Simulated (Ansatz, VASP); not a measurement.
# Ge2Sb2Te5: VASP beside Ansatz

Aim: how closely do two programs agree when they are given the same cell, functional and k mesh? The cell is taken from a series of runs on this material, whose earlier steps may have relaxed, scaled, displaced or heated it; both programs get it as it stands.

Calculated with Ansatz 0.2.0; plane waves, with VASP 6.6.1 beside it; G0W0 gap at PBE.

## (1) Set-up

The structure is trigonal, space group P-3m1 (No. 164). Conventional cell: a = 4.294 Å, b = 4.294 Å, c = 17.101 Å, α = 90.00°, β = 90.00°, γ = 120.00°. Nearest to Ge lie 6 Te at 2.98 to 3.01 Å. Nearest to Sb lie 6 Te at 3.01 to 3.20 Å. Nearest to Te lie 6 Ge at 3.01 Å. Te has 3 Ge at 2.98 Å and 3 Sb at 3.20 Å nearest. Te has 3 Sb at 3.01 Å nearest. Farther neighbours and most contacts between anions are not listed.

Structure file:

```cif
data_structure
_symmetry_space_group_name_H-M 'P-3m1'
_symmetry_Int_Tables_number 164
_cell_length_a 4.2941
_cell_length_b 4.2941
_cell_length_c 17.1013
_cell_angle_alpha 90.000
_cell_angle_beta 90.000
_cell_angle_gamma 120.000
_cell_volume 273.09
loop_
_atom_site_label
_atom_site_type_symbol
_atom_site_symmetry_multiplicity
_atom_site_Wyckoff_symbol
_atom_site_fract_x
_atom_site_fract_y
_atom_site_fract_z
_atom_site_occupancy
Ge1 Ge 2 d 0.33333 0.66667 0.89982 1
Sb1 Sb 2 c 0.00000 0.00000 0.68468 1
Te1 Te 1 a 0.00000 0.00000 0.00000 1
Te2 Te 2 d 0.66667 0.33333 0.80263 1
Te3 Te 2 d 0.33333 0.66667 0.58507 1
```

## (2) VASP: G0W0 gap, PBE

Quasiparticle shifts depend on high empty states and on the cores, so they are the hardest test of two PAW sets.

Lines of VASP's logs that name or quote its potential files are left out, and so is its time.

The run reads the wave functions of an earlier VASP run, which isn't shown here.

File INCAR:

```
SYSTEM = Ge2Sb2Te5
PREC = Accurate
ENCUT = 400
ISMEAR = 0
SIGMA = 0.01
LREAL = .FALSE.
GGA = PE
NBANDS = 1072
ALGO = EVGW0
NELMGW = 1
ENCUTGW = 140
NOMEGA = 64
PRECFOCK = Fast
NBANDSGW = 64
LWAVE = .FALSE.
LCHARG = .FALSE.
```

File POSCAR:

```
Ge2Sb2Te5
1.0
    4.2940644248      0.0000000000      0.0000000000
   -2.1470322124      3.7187688774      0.0000000000
    0.0000000000      0.0000000000     17.1013460000
Ge Sb Te
2 2 5
Direct
    0.3333333333      0.6666666667      0.8998167825
    0.6666666667      0.3333333333      0.1001832175
    0.0000000000      0.0000000000      0.6846797893
    0.0000000000      0.0000000000      0.3153202107
    0.0000000000      0.0000000000      0.0000000000
    0.6666666667      0.3333333333      0.8026262036
    0.3333333333      0.6666666667      0.1973737964
    0.3333333333      0.6666666667      0.5850722908
    0.6666666667      0.3333333333      0.4149277092
```

File KPOINTS:

```
Automatic mesh
0
Gamma
6 6 2
0 0 0
```

PAW data sets: Ge_d_GW, Sb_d_GW and Te_GW (PBE family, release 64).

On the command line:

```bash
> mpirun -np 16 vasp_std
```

Numbers of over 12 decimals in the logs are rounded to 6 here.

Output:

```text
[banner, memory and clock lines left out]
running   16 mpi-ranks, on    1 nodes
 distrk:  each k-point on   16 cores,    1 groups
 distr:  one band on    1 cores,   16 groups

 POSCAR found type information on POSCAR GeSbTe
 POSCAR found :  3 types and       9 ions
|                                                                             |
|           W    W    AA    RRRRR   N    N  II  N    N   GGGG   !!!           |
|           W    W   A  A   R    R  NN   N  II  NN   N  G    G  !!!           |
|           W    W  A    A  R    R  N N  N  II  N N  N  G       !!!           |
|           W WW W  AAAAAA  RRRRR   N  N N  II  N  N N  G  GGG   !            |
|           WW  WW  A    A  R   R   N   NN  II  N   NN  G    G                |
|           W    W  A    A  R    R  N    N  II  N    N   GGGG   !!!           |
|                                                                             |
|     For optimal performance we recommend to set                             |
|       NCORE = 2 up to number-of-cores-per-socket                            |
|     NCORE specifies how many cores store one orbital (NPAR=cpu/NCORE).      |
|     This setting can greatly improve the performance of VASP for DFT.       |
|     The default, NCORE=1 might be grossly inefficient on modern             |
|     multi-core architectures or massively parallel machines. Do your        |
|     Unfortunately you need to use the default for GW and RPA                |
|     calculations (for HF NCORE is supported but not extensively tested      |
|     yet).                                                                   |
|                                                                             |

|                                                                             |
|           W    W    AA    RRRRR   N    N  II  N    N   GGGG   !!!           |
|           W    W   A  A   R    R  NN   N  II  NN   N  G    G  !!!           |
|           W    W  A    A  R    R  N N  N  II  N N  N  G       !!!           |
|           W WW W  AAAAAA  RRRRR   N  N N  II  N  N N  G  GGG   !            |
|           WW  WW  A    A  R   R   N   NN  II  N   NN  G    G                |
|           W    W  A    A  R    R  N    N  II  N    N   GGGG   !!!           |
|                                                                             |
|     The default for ENCUTGWSOFT is different in this version of VASP.       |
|     please manually set ENCUTGWSOFT =140 in the INCAR file.                 |
|                                                                             |

 LDA part: xc-table for (Slater+PW92), standard interpolation
 found WAVECAR, reading the header
 POSCAR, INCAR and KPOINTS ok, starting setup
 FFT: planning ... GRIDC
 FFT: planning ... GRID_SOFT
 FFT: planning ... GRID
 reading WAVECAR
 the WAVECAR file was read successfully
 initial charge from wavefunction
 available memory per node:     34.02 GB, setting MAXMEM to     34836

 The Fermi energy was updated, please check that it is located mid-gap
 values below the HOMO (VB) or above the LUMO (CB) will cause erroneous energies
 E-fermi :   5.5418

 calculate exact exchange contribution
 the WAVEDER file was read successfully
|                                                                             |
|           W    W    AA    RRRRR   N    N  II  N    N   GGGG   !!!           |
|           W    W   A  A   R    R  NN   N  II  NN   N  G    G  !!!           |
|           W    W  A    A  R    R  N N  N  II  N N  N  G       !!!           |
|           W WW W  AAAAAA  RRRRR   N  N N  II  N  N N  G  GGG   !            |
|           WW  WW  A    A  R   R   N   NN  II  N   NN  G    G                |
|           W    W  A    A  R    R  N    N  II  N    N   GGGG   !!!           |
|                                                                             |
|     Automatic setting of frequency mesh for GW failed. Frequency mesh       |
|     properly not suitable for determining QP energies. Consider             |
|     increasing number of kpoints.                                           |
|                                                                             |

energies w=
    0.000    0.000    0.332    0.000    0.664    0.000    0.993    0.000
    1.321    0.000    1.646    0.000    1.967    0.000    2.285    0.000
    2.599    0.000    2.908    0.000    3.213    0.000    3.514    0.000
    3.811    0.000    4.103    0.000    4.392    0.000    4.678    0.000
    4.961    0.000    5.241    0.000    5.519    0.000    5.796    0.000
    6.071    0.000    6.347    0.000    6.623    0.000    6.899    0.000
    7.177    0.000    7.458    0.000    7.742    0.000    8.030    0.000
    8.323    0.000    8.622    0.000    8.928    0.000    9.243    0.000
    9.566    0.000    9.901    0.000   10.249    0.000   10.610    0.000
   10.989    0.000   11.386    0.000   11.804    0.000   12.247    0.000
   12.718    0.000   13.221    0.000   13.762    0.000   14.345    0.000
   14.979    0.000   15.671    0.000   16.432    0.000   17.274    0.000
   18.213    0.000   19.269    0.000   20.467    0.000   21.839    0.000
   23.430    0.000   25.296    0.000   27.519    0.000   30.211    0.000
   33.539    0.000   37.757    0.000   43.271    0.000   50.782    0.000
   61.594    0.000   78.463    0.000  108.383    0.000  175.832    0.000
 responsefunction array rank=    1056
 LDA part: xc-table for (Slater+PW92), standard interpolation

 min. memory requirement per mpi rank   2198.4 MB, per node  35174.8 MB

 allocating   4 responsefunctions rank=  1056
 shmem allocating  64 responsefunctions rank=  1056
 response function shared by NCSHMEM nodes    1
 Doing            4  frequencies on each core in blocks of           64
NQ=   1    0.0000    0.0000    0.0000,
|.........|.........|.........|.........|.........|.........|.........|.........
 performed       8434000 updates of chi_q(r,r)
 total number of BLAS operations      67340.57 Gflops
NQ=   2    0.1667    0.0000    0.0000,
|.........|.........|.........|.........|.........|.........|.........|.........
 performed      23180000 updates of chi_q(r,r)
 total number of BLAS operations     188398.70 Gflops
NQ=   3    0.3333    0.0000    0.0000,
|.........|.........|.........|.........|.........|.........|.........|.........
 performed      37926000 updates of chi_q(r,r)
 total number of BLAS operations     316733.27 Gflops
NQ=   4    0.5000    0.0000    0.0000,
|.........|.........|.........|.........|.........|.........|.........|.........
 performed      49104000 updates of chi_q(r,r)
 total number of BLAS operations     414206.27 Gflops
NQ=   5    0.1667    0.1667    0.0000,
|.........|.........|.........|.........|.........|.........|.........|.........
 performed      63850000 updates of chi_q(r,r)
 total number of BLAS operations     537907.77 Gflops
NQ=   6    0.3333    0.1667    0.0000,
|.........|.........|.........|.........|.........|.........|.........|.........
 performed      80242000 updates of chi_q(r,r)
 total number of BLAS operations     676498.31 Gflops
NQ=   7    0.3333    0.3333    0.0000,
|.........|.........|.........|.........|.........|.........|.........|.........
 performed      90048000 updates of chi_q(r,r)
 total number of BLAS operations     760052.36 Gflops
NQ=   8    0.0000    0.0000    0.5000,
|.........|.........|.........|.........|.........|.........|.........|.........
 performed      98482000 updates of chi_q(r,r)
 total number of BLAS operations     824855.78 Gflops
NQ=   9    0.1667    0.0000    0.5000,
|.........|.........|.........|.........|.........|.........|.........|.........
 performed     113228000 updates of chi_q(r,r)
 total number of BLAS operations     946153.04 Gflops
NQ=  10    0.3333    0.0000    0.5000,
|.........|.........|.........|.........|.........|.........|.........|.........
 performed     127974000 updates of chi_q(r,r)
 total number of BLAS operations    1072770.78 Gflops
NQ=  11    0.5000    0.0000    0.5000,
|.........|.........|.........|.........|.........|.........|.........|.........
 performed     139152000 updates of chi_q(r,r)
 total number of BLAS operations    1169498.28 Gflops
NQ=  12    0.1667    0.1667    0.5000,
|.........|.........|.........|.........|.........|.........|.........|.........
 performed     153898000 updates of chi_q(r,r)
 total number of BLAS operations    1293683.47 Gflops
NQ=  13    0.3333    0.1667    0.5000,
|.........|.........|.........|.........|.........|.........|.........|.........
 performed     170290000 updates of chi_q(r,r)
 total number of BLAS operations    1432274.01 Gflops
NQ=  14    0.3333    0.3333    0.5000,
|.........|.........|.........|.........|.........|.........|.........|.........
 performed     180096000 updates of chi_q(r,r)
 total number of BLAS operations    1516802.44 Gflops
 resolving degeneracies of screened two electron integrals

 calculate QP shifts <psi_nk| G(iteration)W_0 |psi_nk>: iteration 1
 entering main loop
```

OUTCAR, selected parts (step 2):

```text
ion  position               nearest neighbor table
   1  0.333  0.667  0.900-   6 2.98   6 2.98   6 2.98   5 3.01   5 3.01   5 3.01
   2  0.667  0.333  0.100-   7 2.98   7 2.98   7 2.98   5 3.01   5 3.01   5 3.01
   3  0.000  0.000  0.685-   8 3.01   8 3.01   8 3.01   6 3.20   6 3.20   6 3.20
   4  0.000  0.000  0.315-   9 3.01   9 3.01   9 3.01   7 3.20   7 3.20   7 3.20
   5  0.000  0.000  0.000-   1 3.01   2 3.01   2 3.01   1 3.01   2 3.01   1 3.01
   6  0.667  0.333  0.803-   1 2.98   1 2.98   1 2.98   3 3.20   3 3.20   3 3.20
   7  0.333  0.667  0.197-   2 2.98   2 2.98   2 2.98   4 3.20   4 3.20   4 3.20
   8  0.333  0.667  0.585-   3 3.01   3 3.01   3 3.01
   9  0.667  0.333  0.415-   4 3.01   4 3.01   4 3.01

  LATTYP: Found a hexagonal cell.
 ALAT       =     4.2940644248
 C/A-ratio  =     3.9825545936

 Subroutine GETGRP returns: Found 12 space group operations
 (whereof 12 operations were pure point group operations)

The static configuration has the point symmetry D_3d.

 Found     14 irreducible k-points:

   k-points           NKPTS =     14   k-points in BZ     NKDIM =     72   number of bands    NBANDS=   1072

   dimension x,y,z NGX =    28 NGY =   28 NGZ =  112
   dimension x,y,z NGXF=    56 NGYF=   56 NGZF=  224

   ENCUT  =  400.0 eV  29.40 Ry    5.42 a.u.   7.00  7.00 27.89*2*pi/ulx,y,z

   NELECT =      88.0000    total number of electrons

  energy-cutoff  :      400.00
  volume of cell :      273.09
      direct lattice vectors                 reciprocal lattice vectors
     4.294064425  0.000000000  0.000000000     0.232879599  0.134453099  0.000000000
    -2.147032212  3.718768877  0.000000000     0.000000000  0.268906198  0.000000000
     0.000000000  0.000000000 17.101346000     0.000000000  0.000000000  0.058474929

 k-points in reciprocal lattice and weights: Automatic mesh
   0.00000000  0.00000000  0.00000000       0.014
   0.16666667  0.00000000  0.00000000       0.083
   0.33333333  0.00000000  0.00000000       0.083
   0.50000000  0.00000000  0.00000000       0.042
   0.16666667  0.16666667  0.00000000       0.083
   0.33333333  0.16666667  0.00000000       0.167
   0.33333333  0.33333333  0.00000000       0.028
   0.00000000  0.00000000  0.50000000       0.014
   0.16666667  0.00000000  0.50000000       0.083
[...]
0.33333333  0.16666667  0.50000000       0.167
   0.33333333  0.33333333  0.50000000       0.028

 E-fermi :   5.5418

 QP shifts <psi_nk| G(iteration)W_0 |psi_nk>: iteration 1
 for sc-GW calculations column KS-energies equals QP-energies in previous step
 and V_xc(KS)=  KS-energies - (<T + V_ion + V_H > + <T+V_H+V_ion>^1  + <V_x>^1)
 k-point   1 :       0.0000    0.0000    0.0000
  band No.  KS-energies  QP-energies   sigma(KS)   V_xc(KS)     V^pw_x(r,r')   Z            occupation Imag(sigma)
    ...
     41       4.1221       3.7293     -11.1820     -10.6470     -12.0669       0.7343       2.0000       0.0912
     42       4.3203       4.1006     -11.0669     -10.7731     -10.9938       0.7481       2.0000       0.0731
     43       4.6344       4.3850     -11.1057     -10.7712     -11.2192       0.7456       2.0000       0.0659
     44       5.3654       5.0877     -11.2074     -10.8356     -10.9105       0.7468       2.0000       0.0578
     45       5.7182       5.5649     -10.5180     -10.3127      -7.5511       0.7468       0.0000      -0.0564
     46       5.7182       5.5649     -10.5180     -10.3127      -7.5511       0.7468       0.0000      -0.0564
     47       5.7227       5.6410     -10.0664      -9.9584      -6.8882       0.7566       0.0000      -0.0668
     48       6.3407       6.2187     -10.7438     -10.5789      -7.5157       0.7394       0.0000      -0.0705
    ...

 k-point   2 :       0.1667    0.0000    0.0000
  band No.  KS-energies  QP-energies   sigma(KS)   V_xc(KS)     V^pw_x(r,r')   Z            occupation Imag(sigma)
    ...
     41       4.1842       3.8651     -10.8947     -10.4618     -11.2818       0.7374       2.0000       0.0897
     42       4.3417       3.9564     -11.2707     -10.7472     -12.1098       0.7359       2.0000       0.0863
     43       4.7826       4.4778     -11.3947     -10.9837     -11.7662       0.7417       2.0000       0.0714
     44       5.1907       4.9023     -11.2482     -10.8615     -11.1901       0.7460       2.0000       0.0622
     45       5.9959       5.9239     -10.4996     -10.4037      -7.2728       0.7511       0.0000      -0.0639
     46       6.0595       5.9230     -10.6376     -10.4538      -7.5218       0.7431       0.0000      -0.0627
     47       6.6132       6.5246     -10.5614     -10.4417      -7.0821       0.7405       0.0000      -0.0807
     48       6.6375       6.5162     -10.8904     -10.7262      -7.5769       0.7387       0.0000      -0.0784
    ...

 k-point   3 :       0.3333    0.0000    0.0000
  band No.  KS-energies  QP-energies   sigma(KS)   V_xc(KS)     V^pw_x(r,r')   Z            occupation Imag(sigma)
    ...
     41       3.6177       3.2512     -10.8630     -10.3623     -11.8599       0.7320       2.0000       0.1097
     42       4.0901       3.7039     -11.0766     -10.5498     -11.9997       0.7332       2.0000       0.0932
     43       4.2660       3.9500     -10.8602     -10.4333     -11.1773       0.7405       2.0000       0.0843
     44       4.7073       4.4379     -10.8033     -10.4421     -10.7636       0.7456       2.0000       0.0629
     45       6.3283       6.1869     -10.7406     -10.5500      -7.5946       0.7421       0.0000      -0.0684
     46       6.3475       6.2592     -10.4941     -10.3761      -7.2031       0.7482       0.0000      -0.0728
     47       6.7737       6.6819     -10.4802     -10.3570      -6.9777       0.7452       0.0000      -0.0855
     48       6.9844       6.8746     -10.7677     -10.6185      -7.2014       0.7361       0.0000      -0.0955
    ...

 k-point   4 :       0.5000    0.0000    0.0000
  band No.  KS-energies  QP-energies   sigma(KS)   V_xc(KS)     V^pw_x(r,r')   Z            occupation Imag(sigma)
    ...
     41       3.8382       3.4656     -10.9452     -10.4374     -11.8426       0.7337       2.0000       0.0995
     42       3.9306       3.5406     -11.0210     -10.4879     -12.0292       0.7317       2.0000       0.0995
     43       4.0843       3.7512     -10.9000     -10.4489     -11.3481       0.7384       2.0000       0.0895
     44       4.6532       4.3805     -10.8590     -10.4934     -10.8699       0.7457       2.0000       0.0659
     45       5.9991       5.8528     -10.1508      -9.9559      -6.9946       0.7506       0.0000      -0.0649
     46       6.3608       6.2549     -10.1262      -9.9849      -6.7154       0.7494       0.0000      -0.0817
     47       6.4523       6.3064     -10.6664     -10.4698      -7.4420       0.7419       0.0000      -0.0751
     48       6.7536       6.6768     -10.5479     -10.4452      -7.1317       0.7480       0.0000      -0.0789
    ...

[... 4 further parts left out ...]
```

(Continued in part 2 of 2.)

[Lines on the potential files, build, host, timing and source positions are cut from VASP's logs without a mark.]

[Logs are printed without paths, hosts, clocks, repeated set-up lines and the standing remarks that a program may print on its own settings, such as how far it seeks lower states.]

[Hosts, paths, dates, database ids (printed as entryN), source tags and the programs' standing remarks are cut or masked in the printed files.]
